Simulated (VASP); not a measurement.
A VASP calculation is set up with these files.

**KPOINTS**
```
Automatic mesh
0
Gamma
8 8 4
0 0 0
```

INCAR:
```
SYSTEM = SnS2
PREC = Accurate
ENCUT = 480
EDIFF = 1E-7
NELM = 100
ALGO = Normal
LREAL = .FALSE.
LASPH = .TRUE.
ISMEAR = 0
SIGMA = 0.05
GGA = PE
LMAXMIX = 4
LWAVE = .FALSE.
LCHARG = .FALSE.
ISIF = 2
```

**POSCAR**
```
SnS2
13.6082880
  0.1359388533  -0.2354530217   0.0000000000
  0.1359388533   0.2354530217   0.0000000000
  0.0000000000   0.0000000000   0.5000000057
Sn S
1 2
Cart
  0.0000000000   0.0000000000   0.0000000000
  0.1359388533   0.0784844975   0.1086838848
  0.1359388533  -0.0784844975   0.3913161209
```

POTCAR, in this order: Sn_d S (PBE.64 set). Program: vasp_std.

**Question.** Write an equivalent input for Ansatz.

**Answer.** One equivalent input (not run):
Ansatz 0.2 input:
```yaml
crystal:
  lattice:
    - [1.8498951, -3.2041125, 0.0000000]
    - [1.8498951, 3.2041125, 0.0000000]
    - [0.0000000, 0.0000000, 6.8041441]
  atoms:
    - { symbol: Sn, position: [0.0000000, 0.0000000, 0.0000000] }
    - { symbol: S, position: [0.3333330, 0.6666670, 0.2173678] }
    - { symbol: S, position: [0.6666670, 0.3333330, 0.7826322] }
kpoints:
  mp_grid: { grid: [8, 8, 4] }
hamiltonian:
  xc: pbe
  pseudopotentials: { kind: paw }
scf:
  occupations: { method: gaussian, width: 0.05 }
  max_iter: 100
output: { forces: true, stress: true, eigenvalues: true }
```
The two are equivalent in intent, not identical: each code has its own PAW files, so the cut-off isn't converted (ENCUT is set for VASP's; basis.ecutwfc is left out, and Ansatz then takes the one that its files recommend); Ansatz stops its SCF on the density residual and VASP on the energy change (EDIFF).

The compound is SnS2 in the 1T layered structure. It was relaxed first, which changed the volume by +18 %.
